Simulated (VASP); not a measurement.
Here is the system:

```
AuCu
1.0
    2.86731     0.00000     0.00000
    0.00000     2.83864     0.00000
    0.00000     0.00000     3.49758
Cu Au
1 1
Direct
  0.00000   0.00000   0.00000
  0.50000   0.50000   0.50000
```

The numbers are results of r2SCAN meta-GGA, VASP's PBE PAW potentials (set 64) (plane waves; VASP), not measurements. Settings: 480 eV cut-off, 12×12×10 Γ-centred mesh, first-order Methfessel-Paxton smearing of 0.10 eV, potentials Cu Au.

Unless said otherwise, spin-orbit coupling is left out, though it shifts the bands of the heavy elements here.

Task: What does the run give for the energy per atom (σ→0), pressure, band gap (on the k-mesh) with the smallest direct gap where there is one?

Result: 
The band gap (on the k-mesh) is none (metal, semimetal or under 0.01 eV), the energy per atom (σ→0) comes out as -30.772 eV/atom and the pressure is 3.90 GPa.

The compound is CuAu in the L1_0 structure. This cell was strained or had an atom moved on purpose.
